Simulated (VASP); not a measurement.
Calculation: r2SCAN meta-GGA, VASP's PBE PAW potentials (set 64) (plane waves; VASP).

VASP input:

**KPOINTS**
```
Automatic mesh
0
Gamma
6 6 3
0 0 0
```

### INCAR
```
LMIXTAU  =  .TRUE.
EDIFF  =  1E-6   # SCF stop (eV)
METAGGA  =  R2SCAN
LREAL  =  .FALSE.   # projection in real space or not
LASPH  =  .TRUE.   # aspherical one-centre terms
PREC  =  Accurate
NELM  =  100
NSW  =  60   # most ionic steps
LWAVE  =  .FALSE.
LCHARG  =  .FALSE.
ISMEAR  =  0   # Gaussian
ALGO  =  Normal
IBRION  =  2   # conjugate gradients
SYSTEM  =  Ca(CuS)2
ENCUT  =  400   # plane-wave cut-off (eV)
EDIFFG  =  -0.02
ISIF  =  3   # ions, shape and volume
SIGMA  =  0.05   # width (eV)
LMAXMIX  =  4
```

File POSCAR:
```
Ca(CuS)2
1
    3.8414921504     0.0000000000     0.0000000000
   -1.9207460752     3.3268297066     0.0000000000
   -0.0000000000    -0.0000000000     6.4613223721
Cu Ca S
2 1 2
Direct
  0.3333330000   0.6666670000   0.3745032489
  0.6666670000   0.3333330000   0.6254967511
  0.0000000000   0.0000000000   0.0000000000
  0.3333330000   0.6666670000   0.7404188549
  0.6666670000   0.3333330000   0.2595811451
```

POTCAR, in this order: Cu Ca_sv S (PBE.64 set). Program: vasp_std.

Energy and stress use the plane-wave basis of the starting cell.

Predict the energy per atom (σ→0), volume per atom, band gap (on the k-mesh).

```yaml
energy per atom (σ→0): -10.041 eV/atom
band gap (on the k-mesh): 1.63 eV
volume_per_atom: 17.08 Å³/atom
```

### OSZICAR
```
...
       N       E                     dE             d eps       ncg     rms          rms(c)
DAV:   1    -0.502066529003E+02   -0.11261E-02   -0.46145E-02   916   0.170E+00    0.199E-01
DAV:   2    -0.502060577834E+02    0.59512E-03   -0.16919E-03  1380   0.498E-01    0.119E-01
DAV:   3    -0.502058343684E+02    0.22341E-03   -0.60111E-04  1348   0.383E-01    0.250E-02
DAV:   4    -0.502058776180E+02   -0.43250E-04   -0.15470E-04  1424   0.196E-01    0.865E-03
DAV:   5    -0.502058782827E+02   -0.66466E-06   -0.12196E-05  1456   0.573E-02    0.691E-03
DAV:   6    -0.502058787503E+02   -0.46762E-06   -0.12499E-06   672   0.100E-02
   5 F= -.50205879E+02 E0= -.50205879E+02  d E =-.351811E-03
```

The structure comes from a measured CaCu2S2 entry (P-3m1) of the Crystallography Open Database, whose conditions weren't checked. This run relaxes it. Symmetry was kept, so distortions that lower it aren't found. The start is the result of an earlier pass.
